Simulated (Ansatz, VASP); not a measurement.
# SiO2: VASP beside Ansatz, part 2 of 3

Aim: how closely do two programs agree when they are given the same cell, functional and k mesh? The cell is taken from a series of runs on this material, whose earlier steps may have relaxed, scaled, displaced or heated it; both programs get it as it stands.

VASP 6.6.1 and Ansatz 0.2.0.

So far: Starting point; VASP: zone-centre phonons, LDA.

## Step 2: VASP: zone-centre phonons, LDA (continued)

Level of this step: LDA; plane waves and PAW (O, Si) (VASP).

Parts of OUTCAR (step 2):

```text
ion  position               nearest neighbor table
   1  0.696  0.696  0.000-   6 1.73   5 1.76   5 1.76
   2  0.196  0.804  0.500-   5 1.73   6 1.76   6 1.76
   3  0.304  0.304  0.000-   6 1.73   5 1.76   5 1.76
   4  0.804  0.196  0.500-   5 1.73   6 1.76   6 1.76
   5  0.500  0.500  0.500-   2 1.73   4 1.73   3 1.76   1 1.76   1 1.76   3 1.76
   6  0.000  0.000  0.000-   1 1.73   3 1.73   2 1.76   4 1.76   2 1.76   4 1.76

  LATTYP: Found a simple tetragonal cell.
 ALAT       =     4.0302653771
 C/A-ratio  =     0.6718761355

 Subroutine GETGRP returns: Found 16 space group operations
 (whereof  8 operations were pure point group operations)

The static configuration has the point symmetry D_2h.
 The point group associated with its full space group is D_4h.

 Found     75 irreducible k-points:

   k-points           NKPTS =     75   k-points in BZ     NKDIM =     75   number of bands    NBANDS=     22

   dimension x,y,z NGX =    32 NGY =   32 NGZ =   24
   dimension x,y,z NGXF=    64 NGYF=   64 NGZF=   48

   ENCUT  =  600.0 eV  44.10 Ry    6.64 a.u.   8.05  8.05  5.41*2*pi/ulx,y,z

   NELECT =      32.0000    total number of electrons

 k-points in reciprocal lattice and weights: Automatic mesh
   0.00000000  0.00000000  0.00000000       0.002
   0.12500000  0.00000000  0.00000000       0.008
   0.25000000  0.00000000  0.00000000       0.008
   0.37500000  0.00000000  0.00000000       0.008
   0.50000000  0.00000000  0.00000000       0.004
   0.12500000  0.12500000  0.00000000       0.008
   0.25000000  0.12500000  0.00000000       0.016
   0.37500000  0.12500000  0.00000000       0.016
   0.50000000  0.12500000  0.00000000       0.008
[...]
0.50000000  0.37500000  0.50000000       0.008
   0.50000000  0.50000000  0.50000000       0.002

[...]
2     0.26823     3.74635     0.00000
    3     0.00000     0.00000     4.06364

 Eigenvectors and eigenvalues of the dynamical matrix
 ----------------------------------------------------

   1 f  =   30.573303 THz   192.097730 2PiTHz 1019.815623 cm-1   126.440966 meV
             X         Y         Z           dx          dy          dz
      2.806832  2.806832  0.000000    -0.353553   -0.353553    0.000000
      0.791699  3.238566  1.353920     0.353553   -0.353553    0.000000
      1.223433  1.223433  0.000000     0.353553    0.353553   -0.000000
      3.238566  0.791699  1.353920    -0.353553    0.353553   -0.000000
      2.015133  2.015133  1.353920    -0.000000   -0.000000    0.000000
      0.000000  0.000000  0.000000     0.000000    0.000000   -0.000000

   2 f  =   25.261868 THz   158.724997 2PiTHz  842.645208 cm-1   104.474644 meV
             X         Y         Z           dx          dy          dz
      2.806832  2.806832  0.000000     0.123888    0.352381   -0.000000
      0.791699  3.238566  1.353920     0.251655   -0.414915    0.000000
      1.223433  1.223433  0.000000     0.123888    0.352381   -0.000000
      3.238566  0.791699  1.353920     0.251655   -0.414915    0.000000
      2.015133  2.015133  1.353920    -0.249659   -0.155921    0.000000
      0.000000  0.000000  0.000000    -0.317306    0.250329   -0.000000

   3 f  =   25.261868 THz   158.724997 2PiTHz  842.645208 cm-1   104.474644 meV
             X         Y         Z           dx          dy          dz
      2.806832  2.806832  0.000000    -0.414915   -0.251655   -0.000000
      0.791699  3.238566  1.353920     0.352381   -0.123888   -0.000000
      1.223433  1.223433  0.000000    -0.414915   -0.251655    0.000000
      3.238566  0.791699  1.353920     0.352381   -0.123888    0.000000
      2.015133  2.015133  1.353920     0.250329    0.317306    0.000000
      0.000000  0.000000  0.000000    -0.155921    0.249659   -0.000000

   4 f  =   24.619171 THz   154.686815 2PiTHz  821.207160 cm-1   101.816666 meV
             X         Y         Z           dx          dy          dz
      2.806832  2.806832  0.000000    -0.353553   -0.353553    0.000000
      0.791699  3.238566  1.353920    -0.353553    0.353553   -0.000000
      1.223433  1.223433  0.000000     0.353553    0.353553   -0.000000
      3.238566  0.791699  1.353920     0.353553   -0.353553    0.000000
      2.015133  2.015133  1.353920    -0.000000   -0.000000   -0.000000
      0.000000  0.000000  0.000000     0.000000   -0.000000    0.000000

   5 f  =   23.736102 THz   149.138330 2PiTHz  791.751154 cm-1    98.164588 meV
             X         Y         Z           dx          dy          dz
      2.806832  2.806832  0.000000    -0.000000    0.000000    0.458072
      0.791699  3.238566  1.353920     0.000000   -0.000000   -0.458072
      1.223433  1.223433  0.000000    -0.000000    0.000000    0.458072
      3.238566  0.791699  1.353920     0.000000   -0.000000   -0.458072
      2.015133  2.015133  1.353920    -0.000000   -0.000000   -0.283444
      0.000000  0.000000  0.000000     0.000000    0.000000    0.283444

   6 f  =   21.160700 THz   132.956596 2PiTHz  705.844959 cm-1    87.513582 meV
             X         Y         Z           dx          dy          dz
      2.806832  2.806832  0.000000    -0.062522   -0.072161   -0.000000
      0.791699  3.238566  1.353920    -0.100161    0.106445   -0.000000
      1.223433  1.223433  0.000000    -0.062522   -0.072161   -0.000000
      3.238566  0.791699  1.353920    -0.100161    0.106445    0.000000
      2.015133  2.015133  1.353920     0.261734   -0.685027    0.000000
      0.000000  0.000000  0.000000    -0.016081    0.633258    0.000000

   7 f  =   21.160700 THz   132.956596 2PiTHz  705.844959 cm-1    87.513582 meV
             X         Y         Z           dx          dy          dz
      2.806832  2.806832  0.000000     0.106445    0.100161   -0.000000
      0.791699  3.238566  1.353920    -0.072161    0.062522    0.000000
      1.223433  1.223433  0.000000     0.106445    0.100161    0.000000
      3.238566  0.791699  1.353920    -0.072161    0.062522   -0.000000
      2.015133  2.015133  1.353920     0.633258    0.016081    0.000000
      0.000000  0.000000  0.000000    -0.685027   -0.261734    0.000000

   8 f  =   19.543356 THz   122.794530 2PiTHz  651.896202 cm-1    80.824792 meV
             X         Y         Z           dx          dy          dz
      2.806832  2.806832  0.000000     0.000000    0.000000    0.341742
      0.791699  3.238566  1.353920    -0.000000   -0.000000    0.341742
      1.223433  1.223433  0.000000     0.000000    0.000000    0.341742
      3.238566  0.791699  1.353920    -0.000000   -0.000000    0.341742
      2.015133  2.015133  1.353920     0.000000   -0.000000   -0.516163
      0.000000  0.000000  0.000000    -0.000000   -0.000000   -0.516163

   9 f  =   18.493281 THz   116.196709 2PiTHz  616.869444 cm-1    76.482029 meV
             X         Y         Z           dx          dy          dz
      2.806832  2.806832  0.000000    -0.353553    0.353553   -0.000000
      0.791699  3.238566  1.353920     0.353553    0.353553   -0.000000
      1.223433  1.223433  0.000000     0.353553   -0.353553    0.000000
      3.238566  0.791699  1.353920    -0.353553   -0.353553    0.000000
      2.015133  2.015133  1.353920     0.000000   -0.000000   -0.000000
      0.000000  0.000000  0.000000     0.000000    0.000000    0.000000

  10 f  =   18.130533 THz   113.917500 2PiTHz  604.769492 cm-1    74.981827 meV
             X         Y         Z           dx          dy          dz
      2.806832  2.806832  0.000000    -0.000000    0.000000    0.407459
      0.791699  3.238566  1.353920     0.000000    0.000000    0.577907
      1.223433  1.223433  0.000000     0.000000   -0.000000   -0.407459
      3.238566  0.791699  1.353920    -0.000000   -0.000000   -0.577907
      2.015133  2.015133  1.353920    -0.000000    0.000000    0.000000
      0.000000  0.000000  0.000000     0.000000    0.000000   -0.000000

  11 f  =   18.130533 THz   113.917500 2PiTHz  604.769492 cm-1    74.981827 meV
             X         Y         Z           dx          dy          dz
      2.806832  2.806832  0.000000    -0.000000    0.000000   -0.577907
      0.791699  3.238566  1.353920     0.000000    0.000000    0.407459
      1.223433  1.223433  0.000000     0.000000   -0.000000    0.577907
      3.238566  0.791699  1.353920    -0.000000   -0.000000   -0.407459
      2.015133  2.015133  1.353920    -0.000000   -0.000000   -0.000000
      0.000000  0.000000  0.000000     0.000000    0.000000   -0.000000

  12 f  =   14.586697 THz    91.650922 2PiTHz  486.559848 cm-1    60.325706 meV
             X         Y         Z           dx          dy          dz
      2.806832  2.806832  0.000000     0.010556   -0.051686    0.000000
      0.791699  3.238566  1.353920     0.401803    0.404976    0.000000
      1.223433  1.223433  0.000000     0.010556   -0.051686   -0.000000
      3.238566  0.791699  1.353920     0.401803    0.404976   -0.000000
      2.015133  2.015133  1.353920    -0.351474   -0.313630   -0.000000
      0.000000  0.000000  0.000000    -0.270927   -0.219616   -0.000000

  13 f  =   14.586697 THz    91.650922 2PiTHz  486.559848 cm-1    60.325706 meV
             X         Y         Z           dx          dy          dz
      2.806832  2.806832  0.000000     0.404976   -0.401803   -0.000000
      0.791699  3.238566  1.353920    -0.051686   -0.010556   -0.000000
      1.223433  1.223433  0.000000     0.404976   -0.401803    0.000000
      3.238566  0.791699  1.353920    -0.051686   -0.010556    0.000000
      2.015133  2.015133  1.353920    -0.219616    0.270927   -0.000000
      0.000000  0.000000  0.000000    -0.313630    0.351474   -0.000000
    [... 43 further lines ...]
      2.015133  2.015133  1.353920     0.000000   -0.000000   -0.483297
      0.000000  0.000000  0.000000     0.000000   -0.000000   -0.483297

 MACROSCOPIC STATIC DIELECTRIC TENSOR IONIC CONTRIBUTION
 ------------------------------------------------------
           5.921326     0.000000     0.000000
           0.000000     5.921326     0.000000
           0.000000     0.000000     5.811892
 ------------------------------------------------------

 ELASTIC MODULI CONTR FROM IONIC RELAXATION (kBar)
 Direction    XX          YY          ZZ          XY          YZ          ZX
 --------------------------------------------------------------------------------
 XX        -748.7589    583.8196    -28.4945      0.0000      0.0000      0.0000
 YY         583.8196   -748.7589    -28.4945     -0.0000     -0.0000     -0.0000
 ZZ         -28.4945    -28.4945     -9.8453      0.0000      0.0000      0.0000
 XY           0.0000     -0.0000      0.0000     -7.7659      0.0000      0.0000
 YZ           0.0000     -0.0000      0.0000      0.0000    -46.0021      0.0000
 ZX           0.0000     -0.0000      0.0000      0.0000      0.0000    -60.9241
 --------------------------------------------------------------------------------

 PIEZOELECTRIC TENSOR IONIC CONTR  for field in x, y, z        (C/m^2)
          XX          YY          ZZ          XY          YZ          ZX
  --------------------------------------------------------------------------------
  x    -0.00000     0.00000    -0.00000    -0.00000     0.00000     0.00000
  y    -0.00000     0.00000    -0.00000     0.00000    -0.00000    -0.00000
  z    -0.00000     0.00000     0.00000    -0.00000     0.00000    -0.00000
```

(Part 2 of 3 ends here.)

[Lines on the potential files, build, host, timing and source positions are cut from VASP's logs without a mark.]

[Logs are printed without paths, hosts, clocks, repeated set-up lines and the standing remarks that a program may print on its own settings, such as how far it seeks lower states.]

[Hosts, paths, dates, database ids (printed as entryN), source tags and the programs' standing remarks are cut or masked in the printed files.]
